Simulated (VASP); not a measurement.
Energy against volume of ZnF$_{2}$ (rutile). Calculation: TPSS meta-GGA, VASP's PBE PAW potentials (set 64) (plane waves; VASP). Numerical set-up: 520 eV cut-off, 5×5×7 Γ-centred mesh, Gaussian smearing of 0.050 eV, potentials Zn F.

Shape and ions are relaxed at each volume.

```csv
V (Å³/atom),E (eV/atom)
11.151,-8.30150
11.507,-8.31791
11.862,-8.32576
12.218,-8.32631
```

### Question
Fit these four points and predict the energy of the run at 12.574 Å³/atom.

### Answer
A cubic in V^(−2/3), the third-order Birch-Murnaghan form, passes through the four points with V0 = 12.07 Å³/atom and B0 = 102 GPa, and gives -8.3206 eV/atom there. The run gave -8.3211 eV/atom, -0.5 meV/atom from the fit; all five points give B0 = 97 GPa.

The compound is ZnF2 in the rutile structure. It was relaxed first.
